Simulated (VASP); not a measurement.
OSZICAR of a VASP run on BN (hex):

OSZICAR:
```
       N       E                     dE             d eps       ncg     rms          rms(c)
DAV:   1     0.523223236325E+02    0.52322E+02   -0.84188E+03  1008   0.125E+03
DAV:   2    -0.434510650608E+02   -0.95773E+02   -0.86732E+02  1472   0.263E+02
DAV:   3    -0.477610978659E+02   -0.43100E+01   -0.42810E+01  1284   0.589E+01
DAV:   4    -0.478080262976E+02   -0.46928E-01   -0.46899E-01  1240   0.650E+00
DAV:   5    -0.478087763411E+02   -0.75004E-03   -0.74997E-03  1296   0.800E-01    0.110E+01
DAV:   6    -0.405551069564E+02    0.72537E+01   -0.79506E+00  1156   0.232E+01    0.540E+00
DAV:   7    -0.388129747346E+02    0.17421E+01   -0.61769E-01  1260   0.969E+00    0.298E+00
DAV:   8    -0.407082734233E+02   -0.18953E+01   -0.22913E+00  1136   0.140E+01    0.204E+00
DAV:   9    -0.394657542376E+02    0.12425E+01   -0.97898E-01  1012   0.110E+01    0.865E-01
DAV:  10    -0.395265321191E+02   -0.60778E-01   -0.27146E-02  1292   0.187E+00    0.833E-01
DAV:  11    -0.390970653364E+02    0.42947E+00   -0.16860E-01  1040   0.601E+00    0.115E+00
DAV:  12    -0.390338537138E+02    0.63212E-01   -0.16080E-01  1080   0.444E+00    0.830E-01
DAV:  13    -0.392780447563E+02   -0.24419E+00   -0.12972E-01  1008   0.530E+00    0.116E+00
DAV:  14    -0.393070948068E+02   -0.29050E-01   -0.85390E-03  1088   0.129E+00    0.111E+00
DAV:  15    -0.393047235960E+02    0.23712E-02   -0.32302E-03  1284   0.526E-01    0.893E-01
DAV:  16    -0.393053528480E+02   -0.62925E-03   -0.18512E-02  1032   0.143E+00    0.200E-01
DAV:  17    -0.393059368374E+02   -0.58399E-03   -0.12866E-03  1152   0.417E-01    0.263E-01
DAV:  18    -0.393057643841E+02    0.17245E-03   -0.62402E-05  1244   0.974E-02    0.227E-01
DAV:  19    -0.393061688232E+02   -0.40444E-03   -0.18467E-03  1016   0.464E-01    0.100E-01
DAV:  20    -0.393061131923E+02    0.55631E-04   -0.13992E-04  1080   0.162E-01    0.446E-02
DAV:  21    -0.393061455346E+02   -0.32342E-04   -0.27007E-05  1180   0.647E-02    0.341E-02
DAV:  22    -0.393061506536E+02   -0.51190E-05   -0.79085E-06  1104   0.339E-02    0.208E-02
DAV:  23    -0.393061598302E+02   -0.91766E-05   -0.48660E-06  1188   0.241E-02    0.953E-03
DAV:  24    -0.393061638388E+02   -0.40085E-05   -0.11199E-06  1208   0.102E-02    0.362E-03
DAV:  25    -0.393061732305E+02   -0.93917E-05   -0.10571E-06  1120   0.124E-02    0.328E-03
DAV:  26    -0.393061742109E+02   -0.98041E-06   -0.42229E-07  1060   0.962E-03    0.209E-03
DAV:  27    -0.393061750595E+02   -0.84866E-06   -0.18382E-07   872   0.433E-03    0.498E-04
DAV:  28    -0.393061749986E+02    0.60943E-07   -0.38562E-08   600   0.268E-03
   1 F= -.39306175E+02 E0= -.39306175E+02  d E =-.393062E+02
```

Which electronic solver shows in the log?

It is blocked Davidson (ALGO = Normal, or the opening steps of other solvers). The INCAR had ALGO = Normal.

Can the final energy be trusted as converged?

The calculation finished and met its thresholds. It stopped with EDIFF = 1E-7, NELM = 100, NSW = 30 and EDIFFG = -0.01 after 1 ionic step (SCAN meta-GGA, plane waves, VASP's PBE PAW potentials (set 64)).

The compound is BN in the hex structure. It was relaxed first.
